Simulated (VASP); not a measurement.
Here is the system:

```yaml
crystal:
  lattice:
    - [3.49694, 0.00000, 0.00000]
    - [0.00000, 3.49694, 0.00000]
    - [0.00000, 0.00000, 3.49694]
  atoms:
    - { symbol: Ca, position: [0.00000, 0.00000, 0.00000] }
```

Method: r2SCAN meta-GGA, VASP's PBE PAW potentials (set 64) (plane waves; VASP). Settings: 400 eV cut-off, 12×12×12 Γ-centred mesh, tetrahedra with Blöchl corrections, potentials Ca_sv.

**Question.** Give the energies of bands 5 to 8 at the high-symmetry points, in eV from the Fermi level.

**Answer.** 
```
band      Γ      X      M     R
----  -----  -----  -----  ----
5     -4.11  -1.12  -0.44  0.76
6      1.07  -0.69   1.22  0.76
7      1.07   1.63   2.47  0.76
8      4.47   3.17   2.47  5.23
```

It has no gap at this level: it comes out as a metal or semimetal.

The structure was generated: Ca was put into the simple-cubic type (Pm-3m), which need not be its known phase. It was relaxed first, which changed the volume by -12 %.
